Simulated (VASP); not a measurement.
Given:

```
Al3Sc
1.0
    4.07920     0.00000     0.00000
    0.00000     4.07920     0.00000
    0.00000     0.00000     4.07920
Sc Al
1 3
Direct
  0.00000   0.00000   0.00000
  0.00000   0.50000   0.50000
  0.50000   0.00000   0.50000
  0.50000   0.50000   0.00000
```

The numbers are results of r2SCAN+rVV10, VASP's PBE PAW potentials (set 64) (plane waves; VASP), not measurements. Settings: 520 eV cut-off, 9×9×9 Γ-centred mesh, tetrahedra with Blöchl corrections, potentials Sc_sv Al.

Question: Give the energies of bands 5 to 13 at the high-symmetry points, in eV from the Fermi level.

Answer: 
| band | Γ | X | M | R |
|---|---|---|---|---|
| 5 | -10.65 | -8.66 | -7.16 | -4.99 |
| 6 | -2.70 | -7.79 | -5.97 | -4.99 |
| 7 | -2.70 | -1.84 | -5.97 | -4.99 |
| 8 | -1.99 | -1.84 | -4.68 | -4.83 |
| 9 | -1.99 | -1.57 | -0.54 | -3.25 |
| 10 | -1.99 | 1.01 | -0.54 | -3.25 |
| 11 | 1.33 | 1.01 | 1.23 | -3.25 |
| 12 | 1.45 | 1.25 | 1.55 | 1.10 |
| 13 | 1.45 | 1.36 | 2.37 | 2.96 |

It has no gap at this level: it comes out as a metal or semimetal.

The compound is Al3Sc in the L1_2 structure. It was relaxed first.
